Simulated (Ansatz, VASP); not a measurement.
# MoS2: VASP beside Ansatz, part 2 of 2

One calculation is typed for both programs; each brings its own data sets. How far apart do they land? The cell is taken from a series of runs on this material, whose earlier steps may have relaxed, scaled, displaced or heated it; both programs get it as it stands. Other levels of theory on this material are compared in a session of their own.

VASP 6.6.1 and Ansatz 0.2.0.

So far: Starting point; VASP: zone-centre phonons, PBEsol with D3(BJ).

## 3. Ansatz: zone-centre phonons, PBEsol with D3(BJ)

Level of this step: Ansatz beside VASP: Kohn-Sham DFT, plane waves, PBEsol with D3(BJ) (Ansatz).

Ansatz runs on its PAW soft_1 files.

The same cell, functional and mesh now go to Ansatz, which takes its cutoff from its data sets.

Contents of input.yaml:

```yaml
crystal:
  lattice:
    - [3.1167956708, 0.0, 0.0]
    - [-1.5583978354, 2.6992242294, 0.0]
    - [0.0, 0.0, 30.07998712]
  atoms:
    - { symbol: Mo, position: [0.3333333333, 0.6666666667, 0.318151732] }
    - { symbol: S, position: [0.6666666667, 0.3333333333, 0.2661552089] }
    - { symbol: S, position: [0.6666666667, 0.3333333333, 0.3701482551] }
  periodic: [true, true, false]
kpoints:
  mp_grid: { grid: [9, 9, 1] }
hamiltonian:
  xc: pbesol
  dispersion: d3bj
  pseudopotentials: { kind: paw, azcp: { folder: soft_1 }, xc_functional: pbe }
scf:
  occupations: { method: fixed }
output:
  eigenvalues: true
phonons:
  method: dfpt
```

The run is started by

```sh
$ ansatz run input.yaml --threads 8 --pin off --max-ram 20480MiB --backend cpu --events-out ev --progress --plain --runs-dir out
```

Numbers of over 12 decimals in the logs are rounded to 6 here.

Log:

```text
Warning: crystal.symmetry: narrowed to the stabiliser of the run's FFT grids — unitary ops 12 → 6. A phonons.method: dfpt run fills in the rows of the dynamical matrix that it does not solve by its symmetry operations, which is exact only for operations that map its FFT grids onto themselves: filled in by any other, the frequencies could depend on the order in which like atoms are typed, or, by more than the grids' own error, on where the crystal sits among the grids' points. Excluded: 6 operations. The run can therefore solve more perturbations, solve them on more k-points, or both, and cost more. [rest of the remark cut]
Engine: ansatz 0.2.0, aarch64-unknown-linux-gnu
Pseudopotentials: kind: paw
Pseudopotential: Mo, paw, valence charge 14, recommended cutoff 420 eV (normal), soft_1/Mo.paw.azcp
Pseudopotential: S, paw, valence charge 6, recommended cutoff 420 eV (normal), soft_1/S.paw.azcp
Functional definition: PBEsol
  exchange = pbesol_x
  correlation = pbesol_c
Crystal: 3 atoms, lattice volume = 253.061 Å³
Basis set: ecut = 420 eV, 4925 PW (Γ), exchange–correlation on 48×48×432 points (8 copies of the dense FFT grid, shifted against one another)
Bands: 17, of which v1, the nominal top of the filled ones, is band 13 counted from 1 (12 counted from 0)
Symmetry: 12 space group operations
k-points: 25 of 81 (irreducible under 2 space group operations, time reversal used)
Non-local potential: Mo, projectors of the file, l = 0: 3, l = 1: 2, l = 2: 2, l = 3: 1
Non-local potential: S, projectors of the file, l = 0: 2, l = 1: 2, l = 2: 1
PAW form: soft (Blöchl's): semilocal exchange-correlation on the pseudo side does not see the compensation charge
PAW frozen core: Mo, regenerated for the run's functional, and the local potential with it (the file was generated under x = pbe(κ = 0.804, μ = 0.219515), c = pbe(β = 0.066725))
PAW frozen core: S, regenerated for the run's functional, and the local potential with it (the file was generated under x = pbe(κ = 0.804, μ = 0.219515), c = pbe(β = 0.066725))
PAW one-centre angular grid: Mo, 590 points (default); XC on 64 Gauss nodes
PAW one-centre angular grid: S, 110 points (default); XC on 64 Gauss nodes
Initial density: superposition of atomic densities (neutral atoms: chi_scale 0, normalization atom)
Initial wavefunctions: pseudopotential atomic-orbital guess
Functional: x = pbesol(κ = 0.804, μ = 0.123457), c = pbesol(β = 0.046)
SCF iter   1: F=—  HF=-6672.310392 eV  |F-HF|=—  |Δ(HF+E_count)|=         —  Δρ=3.91e-2  dr2=5.52e0  ethr=3.10e-3  ⟨swp⟩=7.8  Hψ=3156  notcnv=0  defer=39
preconditioner: auto → none  [insulator: Δε(μ)=1.930 eV  Ē_g=9.063 eV  n_scr=16 (ndim 8)  ℏωp=9.9 eV  f_vac=0.759  ε∞_Penn≈2.2]
SCF iter   2: F=—  HF=-6673.140100 eV  |F-HF|=—  |Δ(HF+E_count)|=   8.30e-1  Δρ=4.89e-2  dr2=1.71e1  ethr=3.10e-3  ⟨swp⟩=5.5  Hψ=1698  notcnv=0  defer=41  recentre
SCF iter   3: F=—  HF=-6671.231182 eV  |F-HF|=—  |Δ(HF+E_count)|=    1.91e0  Δρ=2.03e-2  dr2=1.63e0  ethr=3.10e-3  ⟨swp⟩=5.8  Hψ=1574  notcnv=0  defer=40
SCF iter   4: F=—  HF=-6670.924761 eV  |F-HF|=—  |Δ(HF+E_count)|=   3.06e-1  Δρ=5.40e-3  dr2=3.27e-2  ethr=3.10e-3  ⟨swp⟩=3.9  Hψ=1184  notcnv=0  defer=44
SCF iter   5: F=—  HF=-6670.920458 eV  |F-HF|=—  |Δ(HF+E_count)|=   4.30e-3  Δρ=1.67e-3  dr2=1.26e-2  ethr=1.26e-4  ⟨swp⟩=4.2  Hψ=1072  notcnv=0  defer=50
SCF iter   6: F=—  HF=-6670.918157 eV  |F-HF|=—  |Δ(HF+E_count)|=   2.30e-3  Δρ=2.94e-4  dr2=1.58e-4  ethr=4.84e-5  ⟨swp⟩=3.6  Hψ=850  notcnv=0  defer=50
SCF iter   7: F=—  HF=-6670.918168 eV  |F-HF|=—  |Δ(HF+E_count)|=   1.09e-5  Δρ=5.55e-5  dr2=5.92e-6  ethr=6.09e-7  ⟨swp⟩=3.6  Hψ=1052  notcnv=0  defer=50
SCF iter   8: F=—  HF=-6670.918166 eV  |F-HF|=—  |Δ(HF+E_count)|=   2.45e-6  Δρ=1.48e-5  dr2=5.68e-7  ethr=2.28e-8  ⟨swp⟩=3.8  Hψ=1049  notcnv=0  defer=50
SCF iter   9: F=—  HF=-6670.918157 eV  |F-HF|=—  |Δ(HF+E_count)|=   8.52e-6  Δρ=2.25e-6  dr2=8.52e-9  ethr=2.18e-9  ⟨swp⟩=3.2  Hψ=792  notcnv=0  defer=48
SCF iter  10: F=—  HF=-6670.918157 eV  |F-HF|=—  |Δ(HF+E_count)|=   3.75e-9  Δρ=5.94e-7  dr2=6.83e-10  ethr=3.28e-11  ⟨swp⟩=3.7  Hψ=1040  notcnv=0  defer=48
SCF iter  11: F=-6670.918157 eV  HF=-6670.918157 eV  |F-HF|=9.82e-11  |Δ(HF+E_count)|=  2.11e-10  Δρ=1.24e-7  dr2=2.37e-11  ethr=1.00e-12  ⟨swp⟩=21.9  Hψ=5465  notcnv=0
SCF 1 converged in 11 iterations: F = -6670.918157 eV  dr2 = 2.37e-11
  greatest PAW one-centre occupation: 0.999 electrons in one spin orbital (limit 2), on the Mo atom at site 0 (counted from 0), in its partial waves of l = 0
DFPT response loops at Γ: preconditioner auto → none (the input reference at scf.mixing.eps_inf says where Resta's filter doesn't serve); β = 0.50; Broyden in place of MSR1
SCF converged after 11 iterations
Free energy (F): -6670.918157 eV
Harris-Foulkes:  -6670.918157 eV  (|F-HF|=9.82e-11)
Internal energy: -6670.918157 eV  (E = F + TS)
E sigma→0 (E₀):  -6670.918157 eV
Fermi energy:    -5.936707 eV
--- Per-component energies (eV) ---
  E_band       = -576.464939
  E_kinetic    = 635.963704
  E_local      = -46069.842225  (includes V_loc(G=0)·N_el)
  E_nonlocal   = 219.149656
  E_hartree    = 22602.002165
  E_xc         = -352.328459
  E_vxc        = -385.802150  (∫ρ·V_xc dr)
  E_paw        = -4338.702285  (= ΣΔE_a)
  E_vpaw       = -179.937994  (= ΣTr[D̂ρ^β])
  E_aug_tail   = 0.000040  (compensation charges beyond the density's cutoff)
  E_ewald      = 20633.255550
  E_disp       = -0.749502  (pairwise vdW)
  E_core_change = 0.333199  (= ΣΔE_core)
  E_smearing   = -0.000000  (= −TS)
  E_closure    = 0.000000  (closes the sum)
  Σ components = -6670.918157   (vs F -6670.918157, Δ=0.00e0)
--- Band table (eV; the first three rows and the last of 25) ---
  k-point 0: bands = [... 9 lower, -7.8747, -7.3541, -7.3541, -6.1015, -2.9849, -2.9849, -2.7223, -2.7223]
  k-point 1: bands = [... 9 lower, -8.3219, -7.6549, -7.0174, -6.1757, -3.2436, -3.1998, -2.9396, -2.6619]
  k-point 2: bands = [... 9 lower, -8.2619, -7.7810, -7.1945, -6.6077, -3.7524, -3.3442, -3.0274, -2.0572]
  k-point 24: bands = [... 9 lower, -9.4081, -8.5488, -7.3575, -6.6230, -3.7676, -3.0551, -2.8574, -1.2114]
--- Phonons (Γ-DFPT): 6 representative perturbations + reference, on 25 of 81 k-points (Σ response iterations 27) ---
  ASR residual: 1.135e-4 → 0.000e0 eV/Å²; symmetrization residual: 8.801e-6 eV/Å²
  The last average, over the group as it would stand without the narrowing to the FFT grids, took up to 3.057e-6 eV/Å² of the zone centre's force constants
  pairwise dispersion correction: d3bj (s6 = 1.0, s8 = 2.9491, a1 = 0.4466, a2_bohr = 6.1742), with the weights of each atom's references fixed at the reference crystal's, and the forces and stress that the weights' published response gives there kept as a pressure on the atom's counted neighbours (hamiltonian.dispersion)
  ASR residual per site (eV/Å²): 8.14e-5 1.13e-4 1.08e-4
  Γ frequencies (cm⁻¹): 0.00 0.00 0.00 288.63 288.63 391.00 391.00 409.65 477.16
  non-analytic LO–TO correction: not included (Born effective charges unavailable; polar crystals: no LO–TO splitting at Γ)
```

The column dr2 measures how far the density is from self-consistency, as an energy; F and HF (Harris–Foulkes) agree once it is small.

## 4. Comparison

Known differences besides the potentials themselves: fixed occupations in Ansatz, narrow Gaussian smearing in VASP; Ansatz cuts the interaction across the vacuum, VASP repeats the sheet without a dipole correction; the cutoff is 420 eV in Ansatz and 500 eV in VASP; Ansatz makes its cores anew for this functional, VASP keeps those of its PBE data sets; Ansatz takes the dispersion share of the force constants at frozen C6 weights, VASP differentiates the full forces; VASP uses finite displacements, Ansatz perturbation theory. Total energies have different zeros and are not compared.

Both answers:

```tsv
quantity	Ansatz	VASP	difference
optical mode 1 to 2 (cm⁻¹)	288.6	288.1	+0.17 %
optical mode 3 to 4 (cm⁻¹)	391.0	390.7	+0.08 %
optical mode 5 (cm⁻¹)	409.6	409.1	+0.14 %
optical mode 6 (cm⁻¹)	477.2	477.0	+0.04 %
```

Modes are paired by rising frequency, not by their patterns, so a pair may set unlike modes beside each other; they are those without the splitting of longitudinal modes. Where the cell holds vacuum, a pressure given here is an average over it and none of the material.

## 5. Results

```json
{
  "r.m.s. difference of the optical zone-centre modes, each program's sorted by frequency (zone-centre phonons, PBEsol with D3(BJ))": "0.41 cm⁻¹"
}
```

What this shows: The r.m.s. difference of the optical zone-centre modes, each program's sorted by frequency is 0.41 cm⁻¹ (zone-centre phonons, PBEsol with D3(BJ)). 9 further pairs of this series are not shown here. Such differences can come from data sets, numerical settings and the points named under the comparisons, not from the functional's error against experiment.

[Lines on the potential files, build, host, timing and source positions are cut from VASP's logs without a mark.]

[Logs are printed without paths, hosts, clocks, repeated set-up lines and the standing remarks that a program may print on its own settings, such as how far it seeks lower states.]

[Hosts, paths, dates, database ids (printed as entryN), source tags and the programs' standing remarks are cut or masked in the printed files.]
